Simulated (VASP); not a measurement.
All values below come from LDA (Ceperley-Alder, Perdew-Zunger), VASP's LDA PAW potentials (set 64) (plane waves; VASP).

A VASP calculation is set up with these files.

KPOINTS:
```
K-points
0
G
9 9 9
```

File POSCAR:
```
CdS
1
    0.0000000000     2.8859589875     2.8859589875
    2.8859589875     0.0000000000     2.8859589875
    2.8859589875     2.8859589875     0.0000000000
Cd S
1 1
Direct
  0.0000000000   0.0000000000   0.0000000000
  0.2500000000   0.2500000000   0.2500000000
```

### INCAR
```
! general
SYSTEM  = CdS
PREC    = Accurate
ENCUT   = 520
LREAL   = .False.
LASPH   = .True.

! electronic loop
EDIFF   = 1E-7
NELM    = 100
ALGO    = Normal
LMAXMIX = 4

! smearing
ISMEAR  = -5

! ions
ISIF    = 2

! output
LWAVE   = .False.
LCHARG  = .True.
LORBIT  = 11
NEDOS   = 601
```

POTCAR, in this order: Cd S (LDA.64 set). Program: vasp_std.

Q: Estimate the energy per atom (σ→0), band gap (on the k-mesh).

A: 
- energy per atom (σ→0) = -3.704 eV/atom
- band gap (on the k-mesh) = 0.96 eV

File OSZICAR:
```
...
DAV:   8    -0.740819132251E+01    0.49882E-02   -0.20834E-02   985   0.220E+00    0.269E-01
DAV:   9    -0.740771030855E+01    0.48101E-03   -0.29496E-03  1055   0.963E-01    0.644E-02
DAV:  10    -0.740769330938E+01    0.16999E-04   -0.22903E-04  1010   0.211E-01    0.613E-02
DAV:  11    -0.740770229675E+01   -0.89874E-05   -0.38734E-05  1025   0.750E-02    0.319E-02
DAV:  12    -0.740769939806E+01    0.28987E-05   -0.24309E-05  1228   0.705E-02    0.631E-03
DAV:  13    -0.740769923641E+01    0.16165E-06   -0.17758E-06   995   0.140E-02    0.201E-03
DAV:  14    -0.740769924915E+01   -0.12742E-07   -0.85449E-08   555   0.290E-03
   1 F= -.74076992E+01 E0= -.74076992E+01  d E =0.000000E+00
```

The compound is CdS in the zinc blende structure, a metastable form; wurtzite is the usual one. It was relaxed first.
